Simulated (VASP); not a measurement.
Data:

```
WSe2
1.0
    1.63747    -2.83618     0.00000
    1.63747     2.83618     0.00000
    0.00000     0.00000    13.19836
W Se
2 4
Direct
  0.33333   0.66667   0.25000
  0.66667   0.33333   0.75000
  0.33333   0.66667   0.87699
  0.66667   0.33333   0.37699
  0.66667   0.33333   0.12301
  0.33333   0.66667   0.62301
```

Method: PBEsol GGA, VASP's PBE PAW potentials (set 64) (plane waves; VASP). Numerical set-up: 400 eV cut-off, 9×9×2 Γ-centred mesh, tetrahedra with Blöchl corrections, potentials W_sv Se.

The cores are frozen, which limits the accuracy of field gradients. Without a dispersion term in the relaxation, distances and binding between the weakly bound layers, chains or molecules are unreliable, and so is what depends on them.

Task: Give the principal components of the electric field gradient (V/Å²) and the asymmetry η at each nucleus.

Result: 
```
atom   Vxx   Vyy     Vzz     η
----  ----  ----  ------  ----
W1    74.5  74.5  -149.0  0.00
W2    74.5  74.5  -149.0  0.00
Se3   37.4  37.4   -74.8  0.00
Se4   37.4  37.4   -74.8  0.00
Se5   37.4  37.4   -74.8  0.00
Se6   37.4  37.4   -74.8  0.00
```

The compound is WSe2 in the 2H layered structure. It was relaxed first.
